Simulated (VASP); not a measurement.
Data:

```yaml
crystal:
  lattice:
    - [0.00000, 2.03636, 2.03636]
    - [2.03636, 0.00000, 2.03636]
    - [2.03636, 2.03636, 0.00000]
  atoms:
    - { symbol: Al, position: [0.00000, 0.00000, 0.00000] }
```

Level of theory: rev-vdW-DF2, VASP's PBE PAW potentials (set 64) (plane waves; VASP 6.6.1). Run with 520 eV cut-off, 15×15×15 Γ-centred mesh, first-order Methfessel-Paxton smearing of 0.10 eV, potentials Al.

Q: Give the stress tensor in GPa (positive for a compressed cell).

A: 
```
-1.94   0.00   0.00
 0.00  -1.94   0.00
 0.00   0.00  -1.94
```
The pressure is its mean diagonal, -1.94 GPa.

The compound is Al in the fcc structure. This cell is one point of a volume scan, at 1.03 of the reference volume.
